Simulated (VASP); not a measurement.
Here is the system:

```xyz
7
Lattice="6.1051 -2.0273 0.0000 6.1051 2.0273 0.0000 -1.3475 0.0000 5.0182" Properties=species:S:1:pos:R:3 pbc="T T T"
Ni     0.0000     0.0000     0.0000
Ni     8.6806     0.0000     3.3299
Ni     2.1821     0.0000     1.6883
Sn     6.5696     0.0000     1.5735
Sn     4.2931     0.0000     3.4446
Sn     9.8560     0.0000     0.9406
Sn     1.0067     0.0000     4.0776
```

The numbers are results of PBEsol GGA, VASP's PBE PAW potentials (set 64) (plane waves; VASP 6.6.1), not measurements. Run with 300 eV cut-off, 4×4×3 Γ-centred mesh, Fermi-Dirac smearing of 0.10 eV, potentials Ni Sn_d.

Give the energies of bands 35 to 48 at the high-symmetry points, in eV from the Fermi level.

```csv
band,Γ,C,Y2,M2,D,A,V2
35,-1.71,-1.91,-2.02,-1.93,-2.05,-1.91,-2.00
36,-1.56,-1.84,-1.91,-1.87,-1.98,-1.90,-1.93
37,-1.50,-1.79,-1.90,-1.60,-1.74,-1.74,-1.89
38,-1.50,-1.74,-1.71,-1.50,-1.60,-1.39,-1.74
39,-1.46,-1.47,-1.25,-1.50,-1.56,-1.22,-1.48
40,-1.28,-1.46,-1.16,-0.98,-1.21,-1.08,-1.46
41,-0.82,-1.23,-1.05,0.54,-1.20,-0.21,-1.36
42,-0.34,-1.11,-0.76,0.72,-1.03,0.19,-1.10
43,-0.28,-0.91,0.21,0.79,-0.92,1.04,-0.96
44,0.51,-0.53,0.88,0.81,0.17,1.61,-0.53
45,0.78,0.59,1.73,1.30,0.70,2.39,0.22
46,1.80,1.03,2.43,2.09,1.82,2.80,0.92
47,4.14,1.38,3.08,2.81,2.69,2.87,2.28
48,4.21,2.23,3.42,3.22,4.45,2.90,2.54
```

It has no gap at this level: it comes out as a metal or semimetal.

The structure comes from a computed database's Ni3Sn4 entry; how it stands against other phases isn't given here. The cell was not relaxed at this level. The k-mesh is coarse (spacing up to 0.42 per Å, 2π included), so the numbers may not be converged in it. The run is not spin-polarised, so no magnetic state was tried.
